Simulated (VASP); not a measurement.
The input files of a VASP run:

**INCAR**
```
SYSTEM = CuZn
PREC = Accurate; ENCUT = 520; LREAL = .False.
LASPH = .True.
EDIFF = 1E-7; NELM = 100; ALGO = Normal
LMAXMIX = 4
ISMEAR = -5
GGA = MK; LUSE_VDW = .True.; AGGAC = 0.0
PARAM1 = 0.1234; PARAM2 = 1.0
ISIF = 2
LWAVE = .False.; LCHARG = .True.; LORBIT = 11
NEDOS = 601
```

**KPOINTS**
```
kpoints
0
Gamma
 14 14 14
```

File POSCAR:
```
CuZn
2.939210
  0.9999999300   0.0000000000   0.0000000000
  0.0000000000   0.9999999300   0.0000000000
  0.0000000000   0.0000000000   0.9999999300
Zn Cu
1 1
Cart
  0.4999999650   0.4999999650   0.4999999650
  0.0000000000   0.0000000000   0.0000000000
```

POTCAR, in this order: Zn Cu (PBE.64 set). Program: vasp_std.

Q: Translate this optB86b-vdW calculation to Quantum ESPRESSO's pw.x.

A: One equivalent input (not run):
```
&CONTROL
  calculation = 'scf'
  pseudo_dir = './pseudo'
  outdir = './out'
  tprnfor = .true.
  tstress = .true.
/
&SYSTEM
  ibrav = 0
  nat = 2
  ntyp = 2
  ecutwfc = 92
  occupations = 'tetrahedra'
  input_dft = 'vdw-df-ob86'
/
&ELECTRONS
  conv_thr = 7.3e-09
  electron_maxstep = 100
/
ATOMIC_SPECIES
  Zn 65.380 Zn.upf
  Cu 63.546 Cu.upf
CELL_PARAMETERS angstrom
     2.9392098    0.0000000    0.0000000
    -0.0000000    2.9392098    0.0000000
    -0.0000000   -0.0000000    2.9392098
ATOMIC_POSITIONS crystal
  Zn   0.5000000  0.5000000  0.5000000
  Cu   0.0000000  0.0000000  0.0000000
K_POINTS automatic
  14 14 14 0 0 0
```
The two are equivalent in intent, not identical: the potentials are each code's own (VASP's PAW set, PseudoDojo norm-conserving files in pw.x), so ENCUT and ecutwfc are chosen apart and not converted; conv_thr bounds pw.x's estimated SCF error, while EDIFF bounds the energy change between steps.

The compound is CuZn in the CsCl type structure. It was relaxed first.
